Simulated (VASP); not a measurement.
Data:

```
InAs
1.0
    0.00000     3.15522     3.15522
    3.15522     0.00000     3.15522
    3.15522     3.15522     0.00000
In As
1 1
Cartesian
  0.00000   0.00000   0.00000
  1.57761   1.57761   1.57761
```

These are PBE GGA, VASP's PBE PAW potentials (set 64) (plane waves; VASP) values and carry that method's errors. Numerical set-up: 520 eV cut-off, 10×10×10 Γ-centred mesh, first-order Methfessel-Paxton smearing of 0.10 eV, potentials In_d As.

Question: Give the stress tensor in GPa (positive for a compressed cell).

Answer: 
```
-2.47   0.00   0.00
 0.00  -2.47   0.00
 0.00   0.00  -2.47
```
The pressure is its mean diagonal, -2.47 GPa.

The compound is InAs in the zinc blende structure. This cell is one point of a volume scan, at 1.06 of the reference volume.
